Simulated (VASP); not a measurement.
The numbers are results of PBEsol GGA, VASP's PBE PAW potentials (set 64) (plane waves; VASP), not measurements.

A VASP calculation is set up with these files.

**INCAR**
```
# general
SYSTEM   =  ZrS2
PREC     =  Accurate
ENCUT    =  480
LREAL    =  .FALSE.
LASPH    =  .TRUE.

# electronic loop
EDIFF    =  1E-7
NELM     =  100   # most electronic steps
ALGO     =  Normal   # blocked Davidson
LMAXMIX  =  4

# smearing
ISMEAR   =  0   # Gaussian
SIGMA    =  0.05   # width (eV)

# functional
GGA      =  PS   # PBEsol

# ions
IBRION   =  2   # conjugate gradients
NSW      =  40   # most ionic steps
ISIF     =  3   # ions, shape and volume
EDIFFG   =  -0.01   # ionic stop
PSTRESS  =  150

# output
LWAVE    =  .FALSE.
LCHARG   =  .FALSE.
```

### POSCAR
```
ZrS2
1.0
  1.8148408038  -3.1433965014   0.0000000000
  1.8148408038   3.1433965014   0.0000000000
  0.0000000000   0.0000000000   5.8256052201
Zr S
1 2
Direct
  0.0000000000   0.0000000000   0.0000000000
  0.3333330000   0.6666670000   0.2494914822
  0.6666670000   0.3333330000   0.7505085178
```

File KPOINTS:
```
Automatic mesh
0
Gamma
6 6 4
0 0 0
```

POTCAR, in this order: Zr_sv S (PBE.64 set). Program: vasp_std.

Energy and stress use the plane-wave basis of the starting cell. Without a dispersion term in the relaxation, distances and binding between the weakly bound layers, chains or molecules are unreliable, and so is what depends on them.

Estimate the energy per atom (σ→0), volume per atom, band gap (on the k-mesh).

| Property | Result |
|---|---|
| energy per atom (σ→0) | -7.360 eV/atom |
| band gap (on the k-mesh) | none (metal, semimetal or under 0.01 eV) |
| volume per atom | 17.68 Å^3/atom |

OSZICAR:
```
...
DAV:   1    -0.220818003873E+02   -0.39456E-02   -0.74406E-03   776   0.673E-01    0.143E-01
DAV:   2    -0.220817656299E+02    0.34757E-04   -0.36969E-04   984   0.161E-01    0.589E-02
DAV:   3    -0.220817480906E+02    0.17539E-04   -0.62836E-05  1040   0.632E-02    0.108E-02
DAV:   4    -0.220817484177E+02   -0.32717E-06   -0.72218E-06  1184   0.162E-02    0.556E-03
DAV:   5    -0.220817482702E+02    0.14757E-06   -0.16135E-06  1288   0.677E-03    0.326E-03
DAV:   6    -0.220817477687E+02    0.50148E-06   -0.24956E-07   816   0.370E-03    0.807E-04
DAV:   7    -0.220817477921E+02   -0.23403E-07   -0.32697E-08   384   0.138E-03
  18 F= -.17116401E+02 E0= -.17116095E+02  d E =-.182540E-04
```

The compound is ZrS2 in the 1T layered structure. This run relaxes it under an external pressure of 15 GPa. Symmetry was kept, so distortions that lower it aren't found. The k-mesh is coarse (spacing up to 0.35 per Å, 2π included), so the numbers may not be converged in it.
